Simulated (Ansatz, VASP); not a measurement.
**Al9Ga27CN35 (random wurtzite alloy of AlN and GaN) in two plane-wave programs**

Wanted: the spread between two codes on one cell, functional and k mesh. Of the first pair: The structure shown is the start of the Ansatz relaxation below; VASP solves that cell, so the two are compared at the walk's first step.

Calculated with Ansatz 0.2.0; plane waves, with VASP 6.6.1 beside it; single point at LDA.

### Step 1. The structure

The cell holds 72 atoms: 27 Ga, 35 N, 9 Al and 1 C. Cell: a = 9.509 Å, b = 9.509 Å, c = 10.268 Å, α = 90.0°, β = 90.0°, γ = 120.0°. It derives from AlN (wurtzite), repeated 3×3×2. Wurtzite AlN, 3 x 3 x 2 conventional cells, 27 of 36 Al sites given to Ga at random (x = 0.750), lattice by Vegard's rule (a = 3.17 A, c = 5.134 A); (so at first; earlier steps may have moved the atoms), displaced by a Gaussian of 0.02 A. Nearest the centre at fractional (0.333, 0.334, 0.306): C72 at 0.00 Å, Al63 at 1.91 Å, Al68 at 1.91 Å, Al69 at 1.91 Å, Ga12 at 1.97 Å, N44 at 3.07 Å, N28 at 3.07 Å, N40 at 3.09 Å.

Coordinates:

```xyz
72
Lattice="9.5094 0.0000 0.0000 -4.7547 8.2354 0.0000 0.0000 0.0000 10.2684" Properties=species:S:1:pos:R:3 pbc="T T T"
Ga    0.0106    0.0103    0.0067
Ga    0.0038    0.0126    5.1223
Ga   -1.5767    2.7501   10.2562
Ga   -1.5799    4.5818    2.5731
Ga   -1.5758    2.7584    5.1420
Ga   -3.1718    5.5016    0.0074
Ga   -3.1615    5.4946    5.1226
Ga   -3.1656    7.3288    7.7107
Ga    3.1695    0.0011    5.1115
Ga    3.1601    1.8283    7.7108
Ga    1.5842    2.7461    0.0198
Ga    1.5767    2.7505    5.1151
Ga    1.5730    4.5722    7.6904
Ga   -0.0003    5.4950   10.2634
Ga   -0.0102    7.3154    2.5616
Ga   -0.0149    7.3219    7.7006
Ga    6.3304    0.0026   10.2617
Ga    6.3393    1.8428    2.5610
Ga    1.5771    8.2346    5.1297
Ga    6.3445    1.8437    7.6984
Ga    4.7427    2.7496    0.0147
Ga    4.7495    2.7507    5.1117
Ga    4.7570    4.5807    7.7001
Ga    3.1655    5.4863    0.0158
Ga    3.1805    7.3200    2.5604
Ga    3.1624    5.4915    5.1110
Ga    3.1759    7.3276    7.6996
N    -0.0048    1.8371    0.6773
N     0.0345    0.0252    3.1611
N     0.0048    1.8357    5.8057
N     0.0011    0.0443    8.3205
N    -1.5841    4.5781    0.6308
N    -1.5521    2.7318    3.1906
N    -1.5580    4.6004    5.7858
N    -1.5512    2.7705    8.2904
N    -3.1420    7.3413    0.6577
N     6.3082    5.5143    3.1600
N    -3.1688    7.3266    5.7609
N    -3.1389    5.4763    8.3179
N     3.1655    1.7989    0.6604
N     3.1353    0.0234    3.1545
N     3.1652    1.8336    5.7558
N     3.1676    0.0049    8.3917
N     1.5754    4.5799    0.6795
N     1.5520    4.5944    5.7336
N     1.5514    2.7337    8.3283
N    -0.0337    7.3379    0.6109
N     0.0287    5.4771    3.2337
N    -0.0097    7.2907    5.7424
N    -0.0339    5.4744    8.3117
N     6.3434    1.8373    0.6165
N     6.3373    0.0032    3.1872
N     6.3353    1.8389    5.7512
N     6.3353    0.0033    8.3181
N     4.7561    4.5815    0.6731
N     4.7189    2.7670    3.1526
N     4.7529    4.5809    5.7515
N     4.7499    2.7506    8.3365
N     3.1697    7.3272    0.6187
N     3.1680    5.4560    3.1541
N     3.1734    7.3224    5.7489
N     3.1632    5.4904    8.3334
Al    0.0094    1.8359    2.5757
Al   -0.0007    1.8407    7.7100
Al   -1.5845    4.5765    7.7002
Al   -3.1726    7.3287    2.5660
Al    3.1613    0.0073    0.0291
Al    3.1588    1.8387    2.5662
Al    1.5802    4.5730    2.5848
Al   -0.0087    5.4928    5.1427
Al    4.7500    4.5806    2.5712
C     1.5832    2.7483    3.1453
```

### Step 2. Ansatz: relaxation, LDA

Ansatz runs on its default PAW (the set named soft_2) files.

The two programs are compared at the cell with which this relaxation starts, whose forces are those of its first step.

input.yaml

```yaml
crystal:
  lattice:
    - [9.5094, 0.0, 0.0]
    - [-4.7547, 8.23538, 0.0]
    - [0.0, 0.0, 10.2684]
  atoms:
    - { symbol: Ga, position: [0.00174, 0.00125, 0.00065] }
    - { symbol: "N", position: [0.11103, 0.22307, 0.06596] }
    - { symbol: Al, position: [0.11245, 0.22293, 0.25084], spin: 0.6 }
    - { symbol: "N", position: [0.00516, 0.00306, 0.30785] }
    - { symbol: Ga, position: [0.00116, 0.00153, 0.49884] }
    - { symbol: "N", position: [0.11196, 0.2229, 0.56539] }
    - { symbol: Al, position: [0.11168, 0.22351, 0.75085] }
    - { symbol: "N", position: [0.00281, 0.00538, 0.8103] }
    - { symbol: Ga, position: [0.00117, 0.33394, 0.99881] }
    - { symbol: "N", position: [0.11137, 0.55591, 0.06143] }
    - { symbol: Ga, position: [0.11203, 0.55635, 0.25058] }
    - { symbol: "N", position: [0.00264, 0.33171, 0.31072] }
    - { symbol: Ga, position: [0.00176, 0.33494, 0.50076] }
    - { symbol: "N", position: [0.11547, 0.55861, 0.56346] }
    - { symbol: Al, position: [0.11123, 0.55571, 0.74989] }
    - { symbol: "N", position: [0.00508, 0.33641, 0.80737] }
    - { symbol: Ga, position: [0.00048, 0.66804, 0.00072] }
    - { symbol: "N", position: [0.11531, 0.89143, 0.06405] }
    - { symbol: Al, position: [0.11133, 0.88991, 0.24989] }
    - { symbol: "N", position: [0.99816, 0.66959, 0.30774] }
    - { symbol: Ga, position: [0.00114, 0.6672, 0.49887] }
    - { symbol: "N", position: [0.1116, 0.88965, 0.56103] }
    - { symbol: Ga, position: [0.11207, 0.88992, 0.75092] }
    - { symbol: "N", position: [0.0024, 0.66497, 0.81005] }
    - { symbol: Al, position: [0.33288, 0.00089, 0.00283] }
    - { symbol: "N", position: [0.4421, 0.21843, 0.06431] }
    - { symbol: Al, position: [0.44381, 0.22327, 0.24991], spin: 0.6 }
    - { symbol: "N", position: [0.33113, 0.00284, 0.3072] }
    - { symbol: Ga, position: [0.33337, 0.00013, 0.49779] }
    - { symbol: "N", position: [0.44417, 0.22265, 0.56054] }
    - { symbol: Ga, position: [0.44332, 0.22201, 0.75093] }
    - { symbol: "N", position: [0.3334, 0.0006, 0.81724] }
    - { symbol: Ga, position: [0.33332, 0.33345, 0.00193] }
    - { symbol: "N", position: [0.44373, 0.55613, 0.06617] }
    - { symbol: Al, position: [0.44382, 0.55529, 0.25172], spin: 0.6 }
    - { symbol: C, position: [0.33335, 0.33372, 0.30631], spin: 0.6 }
    - { symbol: Ga, position: [0.33279, 0.33398, 0.49814], spin: 0.6 }
    - { symbol: "N", position: [0.44215, 0.55789, 0.55837] }
    - { symbol: Ga, position: [0.44301, 0.55519, 0.74894] }
    - { symbol: "N", position: [0.32911, 0.33194, 0.81106] }
    - { symbol: Ga, position: [0.33359, 0.66724, 0.99951] }
    - { symbol: "N", position: [0.44197, 0.89102, 0.05949] }
    - { symbol: Ga, position: [0.44307, 0.88829, 0.24946] }
    - { symbol: "N", position: [0.33555, 0.66507, 0.31492] }
    - { symbol: Al, position: [0.33257, 0.66698, 0.50083] }
    - { symbol: "N", position: [0.44163, 0.88529, 0.55923] }
    - { symbol: Ga, position: [0.44297, 0.88908, 0.74993] }
    - { symbol: "N", position: [0.32881, 0.66474, 0.80944] }
    - { symbol: Ga, position: [0.66585, 0.00031, 0.99935] }
    - { symbol: "N", position: [0.77862, 0.2231, 0.06004] }
    - { symbol: Ga, position: [0.77852, 0.22377, 0.24941] }
    - { symbol: "N", position: [0.66662, 0.00039, 0.31039] }
    - { symbol: Ga, position: [0.6658, 0.9999, 0.49956] }
    - { symbol: "N", position: [0.77786, 0.22329, 0.56009] }
    - { symbol: Ga, position: [0.77912, 0.22388, 0.74972] }
    - { symbol: "N", position: [0.66641, 0.0004, 0.81007] }
    - { symbol: Ga, position: [0.66568, 0.33388, 0.00143] }
    - { symbol: "N", position: [0.77831, 0.55632, 0.06555] }
    - { symbol: Al, position: [0.77761, 0.55621, 0.2504] }
    - { symbol: "N", position: [0.66423, 0.33599, 0.30702] }
    - { symbol: Ga, position: [0.66646, 0.33401, 0.49781] }
    - { symbol: "N", position: [0.77794, 0.55625, 0.56012] }
    - { symbol: Ga, position: [0.77835, 0.55622, 0.74988] }
    - { symbol: "N", position: [0.6665, 0.334, 0.81186] }
    - { symbol: Ga, position: [0.66598, 0.66619, 0.00154] }
    - { symbol: "N", position: [0.77818, 0.88972, 0.06025] }
    - { symbol: Ga, position: [0.77888, 0.88885, 0.24935] }
    - { symbol: "N", position: [0.6644, 0.66251, 0.30717] }
    - { symbol: Ga, position: [0.66596, 0.66682, 0.49774] }
    - { symbol: "N", position: [0.77828, 0.88914, 0.55986] }
    - { symbol: Ga, position: [0.77886, 0.88977, 0.74983] }
    - { symbol: "N", position: [0.66598, 0.66668, 0.81156] }
magnetization:
  spin_polarized: true
kpoints:
  mp_grid: { grid: [1, 1, 1] }
hamiltonian:
  xc: lda
scf:
  occupations: { method: fermi_dirac, width: 0.025 }
  lower_state_search: "off"
output:
  forces: true
  eigenvalues: true
relax:
  f_tol: 0.05
  max_steps: 90
```

The run is started by

```console
> ansatz run input.yaml --threads 4 --pin off --max-ram 8192MiB --backend cpu --events-out ev --progress --plain --runs-dir out
```

Numbers of over 12 decimals in the logs are rounded to 6 here.

The log of the run:

```text
Engine: ansatz 0.2.0, x86_64-unknown-linux-gnu
Pseudopotentials: kind: paw
Pseudopotential: Ga, paw, valence charge 13, recommended cutoff 420 eV (normal), Ga.paw.azcp
Pseudopotential: N, paw, valence charge 5, recommended cutoff 420 eV (normal), N.paw.azcp
Pseudopotential: Al, paw, valence charge 3, recommended cutoff 420 eV (normal), Al.paw.azcp
Pseudopotential: C, paw, valence charge 4, recommended cutoff 420 eV (normal), C.paw.azcp
Functional definition: SPW92
  exchange = slater_x
  correlation = pw_c
Crystal: 72 atoms, lattice volume = 804.155 Å³
Basis set: ecut = 420 eV, 15743 PW (Γ)
Bands: 352, of which v1, the nominal top of the filled ones, is band 279 counted from 1 (278 counted from 0)
Symmetry: 1 space group operations
Space group: P1 (ITA 1), of the structure as read, at distance tolerance 9.3e-5 Å
Magnetic group: BNS 1.1 (UNI 1), of the structure as read, at distance tolerance 9.3e-5 Å
k-points: 1
Non-local potential: Ga, projectors of the file, l = 0: 2, l = 1: 2, l = 2: 3, l = 3: 1
Non-local potential: N, projectors of the file, l = 0: 2, l = 1: 2, l = 2: 1
Non-local potential: Al, projectors of the file, l = 0: 2, l = 1: 2, l = 2: 1
Non-local potential: C, projectors of the file, l = 0: 2, l = 1: 2, l = 2: 1
PAW form: soft (Blöchl's): semilocal exchange-correlation on the pseudo side does not see the compensation charge
PAW frozen core: Ga, regenerated for the run's functional, and the local potential with it (the file was generated under x = pbe(κ = 0.804, μ = 0.219515), c = pbe(β = 0.066725))
PAW frozen core: N, regenerated for the run's functional, and the local potential with it (the file was generated under x = pbe(κ = 0.804, μ = 0.219515), c = pbe(β = 0.066725))
PAW frozen core: Al, regenerated for the run's functional, and the local potential with it (the file was generated under x = pbe(κ = 0.804, μ = 0.219515), c = pbe(β = 0.066725))
PAW frozen core: C, regenerated for the run's functional, and the local potential with it (the file was generated under x = pbe(κ = 0.804, μ = 0.219515), c = pbe(β = 0.066725))
PAW one-centre angular grid: Ga, 590 points (default); XC on 64 Gauss nodes
PAW one-centre angular grid: N, 110 points (default); XC on 64 Gauss nodes
PAW one-centre angular grid: Al, 110 points (default); XC on 64 Gauss nodes
PAW one-centre angular grid: C, 110 points (default); XC on 64 Gauss nodes
Initial density: superposition of atomic densities (chi_scale 0.1, normalization cell, long waves kept (reshape's long-wave potential 0.21 eV rms))
Starting moments: Σ|m| = 3 μB on 5 of 72 sites
Initial wavefunctions: pseudopotential atomic-orbital guess
Functional: x = slater, c = lda
SCF iter   1: F=—  HF=-118115.912906 eV  |F-HF|=—  |Δ(HF+E_count)|=         —  Δρ=5.72e-2 (↑5.38e-2 ↓5.72e-2)  dr2=1.03e2  dr2_m=9.62e-1  M=0.274 μB ∫|m|=0.447 μB  β_m=0.30  ethr=3.10e-3  ⟨swp⟩=6.0  Hψ=2660  notcnv=0
preconditioner: auto → Resta (q_TF=auto, 2.566 Å⁻¹)  ε∞=4.4  [insulator: Δε(μ)=3.350 eV  Ē_g=16.656 eV  σ=0.025 eV  W_gap=0.76  n_scr=224 (ndim 8)  ℏωp=30.9 eV  f_vac=0.000  D(μ)=32.65/eV (n_scr^D=242)  ε∞_Penn≈4.4]
spin=Collinear: Resta preconditioning applied to the charge; magnetization (m = ρ↑ − ρ↓) channel mixes plain (no charge-response kernel on spin).
SCF iter   2: F=—  HF=-118093.859122 eV  |F-HF|=—  |Δ(HF+E_count)|=    2.21e1  Δρ=3.26e-2 (↑3.08e-2 ↓3.26e-2)  dr2=3.14e1  dr2_m=4.59e-1  M=0.545 μB ∫|m|=0.592 μB  β_m=0.30  ethr=3.10e-3  ⟨swp⟩=2.0  Hψ=1036  notcnv=0  defer=138
SCF iter   3: F=—  HF=-118085.324227 eV  |F-HF|=—  |Δ(HF+E_count)|=    8.53e0  Δρ=1.59e-2 (↑1.48e-2 ↓1.59e-2)  dr2=4.35e0  dr2_m=2.13e-1  M=0.999 μB ∫|m|=1.045 μB  β_m=0.30  ethr=3.10e-3  ⟨swp⟩=4.0  Hψ=1132  notcnv=0  defer=138
SCF iter   4: F=—  HF=-118084.506754 eV  |F-HF|=—  |Δ(HF+E_count)|=   8.17e-1  Δρ=9.89e-3 (↑9.38e-3 ↓9.89e-3)  dr2=1.66e0  dr2_m=1.02e-1  M=0.992 μB ∫|m|=1.023 μB  β_m=0.30  ethr=7.81e-4  ⟨swp⟩=2.0  Hψ=1036  notcnv=0  defer=138
SCF iter   5: F=—  HF=-118084.045803 eV  |F-HF|=—  |Δ(HF+E_count)|=   4.61e-1  Δρ=4.54e-3 (↑3.61e-3 ↓4.54e-3)  dr2=5.02e-1  dr2_m=5.76e-2  M=0.909 μB ∫|m|=0.933 μB  β_m=0.30  ethr=2.97e-4  ⟨swp⟩=3.0  Hψ=794  notcnv=0  defer=138
SCF iter   6: F=—  HF=-118084.024184 eV  |F-HF|=—  |Δ(HF+E_count)|=   2.16e-2  Δρ=2.87e-3 (↑2.40e-3 ↓2.87e-3)  dr2=9.16e-2  dr2_m=3.12e-2  M=0.994 μB ∫|m|=1.037 μB  β_m=0.30  ethr=9.01e-5  ⟨swp⟩=3.0  Hψ=794  notcnv=0  defer=138
SCF iter   7: F=—  HF=-118084.031284 eV  |F-HF|=—  |Δ(HF+E_count)|=   7.10e-3  Δρ=2.02e-3 (↑1.70e-3 ↓2.02e-3)  dr2=4.99e-2  dr2_m=1.58e-2  M=0.995 μB ∫|m|=1.040 μB  β_m=0.30  ethr=1.64e-5  ⟨swp⟩=1.0  Hψ=810  notcnv=0  defer=138
Mixer restart at iter 7: flushing history
[...]
--- Relaxed structure (4 steps of the walk, 4 accepted, 0 SCFs on fresh bases) ---
  F+E_penalty+E_count = -118084.16579097 eV   max|allowed force component| = 3.115e-2 eV/Å
  atoms:
    - { symbol: Ga, position: [0.00158851, 0.000546856, 9.013321061757377e-6] }
    - { symbol: N, position: [0.108625, 0.222045, 0.064154] }
    - { symbol: Al, position: [0.108186, 0.221906, 0.248570] }
    - { symbol: N, position: [0.00343458, 0.0019006, 0.308125] }
    - { symbol: Ga, position: [0.00168186, 0.00258472, 0.499354] }
    - { symbol: N, position: [0.109659, 0.221600, 0.569082] }
    - { symbol: Al, position: [0.111421, 0.223325, 0.752681] }
    - { symbol: N, position: [0.00227162, 0.00441349, 0.810510] }
    - { symbol: Ga, position: [0.000915162, 0.334624, 0.997961] }
    - { symbol: N, position: [0.111402, 0.556068, 0.061772] }
    - { symbol: Ga, position: [0.111898, 0.556554, 0.250890] }
    - { symbol: N, position: [0.000735845, 0.331817, 0.311059] }
    - { symbol: Ga, position: [0.00216994, 0.334399, 0.501282] }
    - { symbol: N, position: [0.115452, 0.558707, 0.563020] }
    - { symbol: Al, position: [0.111087, 0.555881, 0.749490] }
    - { symbol: N, position: [0.00469359, 0.336981, 0.807543] }
    - { symbol: Ga, position: [0.000641359, 0.668163, 0.000557533] }
    - { symbol: N, position: [0.115578, 0.891595, 0.064064] }
    - { symbol: Al, position: [0.111723, 0.890468, 0.249872] }
    - { symbol: N, position: [0.998138, 0.670104, 0.307586] }
    - { symbol: Ga, position: [0.00113157, 0.667337, 0.498458] }
    - { symbol: N, position: [0.111565, 0.889748, 0.560703] }
    - { symbol: Ga, position: [0.111928, 0.889704, 0.750467] }
    - { symbol: N, position: [0.0023257, 0.664914, 0.809850] }
    - { symbol: Al, position: [0.332838, 7.594796186374285e-5, 0.00186865] }
    - { symbol: N, position: [0.443614, 0.217149, 0.061960] }
    - { symbol: Al, position: [0.446139, 0.221301, 0.247388] }
    - { symbol: N, position: [0.331616, 0.0011744, 0.307529] }
    - { symbol: Ga, position: [0.333864, 0.00108425, 0.498276] }
    - { symbol: N, position: [0.444973, 0.221569, 0.564327] }
    - { symbol: Ga, position: [0.443305, 0.221897, 0.752691] }
    - { symbol: N, position: [0.332883, -0.000486795, 0.817128] }
    - { symbol: Ga, position: [0.333520, 0.333437, 0.00438945] }
    - { symbol: N, position: [0.445236, 0.558873, 0.063985] }
    - { symbol: Al, position: [0.445051, 0.559287, 0.248893] }
    - { symbol: C, position: [0.333849, 0.333328, 0.309524] }
    - { symbol: Ga, position: [0.331998, 0.333111, 0.498305] }
    - { symbol: N, position: [0.442925, 0.559391, 0.561838] }
    - { symbol: Ga, position: [0.442958, 0.554963, 0.750458] }
    - { symbol: N, position: [0.329097, 0.331872, 0.813269] }
    - { symbol: Ga, position: [0.333188, 0.667721, 0.998597] }
    - { symbol: N, position: [0.442494, 0.891181, 0.059364] }
    - { symbol: Ga, position: [0.443584, 0.888671, 0.249029] }
    - { symbol: N, position: [0.335825, 0.667120, 0.314836] }
    - { symbol: Al, position: [0.332842, 0.666363, 0.501163] }
    - { symbol: N, position: [0.441710, 0.885130, 0.558987] }
    - { symbol: Ga, position: [0.442743, 0.888892, 0.749314] }
    - { symbol: N, position: [0.328334, 0.665025, 0.809433] }
    - { symbol: Ga, position: [0.665937, 0.000334109, 0.998644] }
    - { symbol: N, position: [0.778776, 0.222823, 0.060007] }
    - { symbol: Ga, position: [0.778291, 0.223344, 0.248942] }
[...]
- { symbol: Ga, position: [0.665638, 0.999753, 0.499514] }
[...]
- { symbol: Ga, position: [0.779170, 0.223897, 0.749197] }
[...]
- { symbol: Ga, position: [0.666649, 0.334214, 0.000622012] }
    - { symbol: N, position: [0.778476, 0.556425, 0.065608] }
    - { symbol: Al, position: [0.777527, 0.556123, 0.250526] }
    - { symbol: N, position: [0.666271, 0.335707, 0.307145] }
    - { symbol: Ga, position: [0.665168, 0.333266, 0.498069] }
    - { symbol: N, position: [0.777766, 0.556097, 0.559451] }
    - { symbol: Ga, position: [0.778686, 0.556198, 0.749096] }
    - { symbol: N, position: [0.667464, 0.334472, 0.811896] }
    - { symbol: Ga, position: [0.666923, 0.666544, 0.000439073] }
    - { symbol: N, position: [0.778205, 0.889922, 0.060191] }
    - { symbol: Ga, position: [0.778574, 0.889251, 0.248881] }
    - { symbol: N, position: [0.665678, 0.664334, 0.307480] }
    - { symbol: Ga, position: [0.664568, 0.665958, 0.498093] }
    - { symbol: N, position: [0.778132, 0.888979, 0.559630] }
    - { symbol: Ga, position: [0.778857, 0.889732, 0.749183] }
    - { symbol: N, position: [0.666940, 0.667010, 0.811348] }
```

The column dr2 measures how far the density is from self-consistency, as an energy; F and HF (Harris–Foulkes) agree once it is small.

(Part 1 of 3 ends here.)

[Lines on the potential files, build, host, timing and source positions are cut from VASP's logs without a mark.]

[Logs are printed without paths, hosts, clocks, repeated set-up lines and the standing remarks that a program may print on its own settings, such as how far it seeks lower states.]

[Hosts, paths, dates, database ids (printed as entryN), source tags and the programs' standing remarks are cut or masked in the printed files.]
